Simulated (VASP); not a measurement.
```
CELL_PARAMETERS angstrom
      5.74974     0.00000     0.00000
      0.00000     5.74974     0.00000
      0.00000     0.00000     5.74974
ATOMIC_POSITIONS crystal
  Zn 0.00000 0.00000 0.00000
  S  0.23493 0.23493 0.23493
  S  0.76507 0.76507 0.23493
  S  0.76507 0.23493 0.76507
  S  0.23493 0.76507 0.76507
  Hg 0.50000 0.50000 0.00000
  Hg 0.50000 0.00000 0.50000
  Hg 0.00000 0.50000 0.50000
```

Computed with PBEsol GGA, VASP's PBE PAW potentials (set 64) (plane waves; VASP). Run with 400 eV cut-off, 6×6×6 Γ-centred mesh, tetrahedra with Blöchl corrections, potentials Zn S Hg.

Unless said otherwise, spin-orbit coupling is left out, though it shifts the bands of the heavy elements here.

**Question.** What does the run give for the energy per atom (σ→0), band gap (on the k-mesh) with the smallest direct gap where there is one?

**Answer.** 
```yaml
band gap (on the k-mesh): 0.01 eV
smallest direct gap (on the k-mesh): 0.01 eV
energy per atom (σ→0): -2.916 eV/atom
```

Total energies compare only between runs with the same potentials, cut-off and functional.

The structure was generated: Hg3ZnS4 was put into an ordered model structure (P-43m), which need not be its known phase. It was relaxed first.
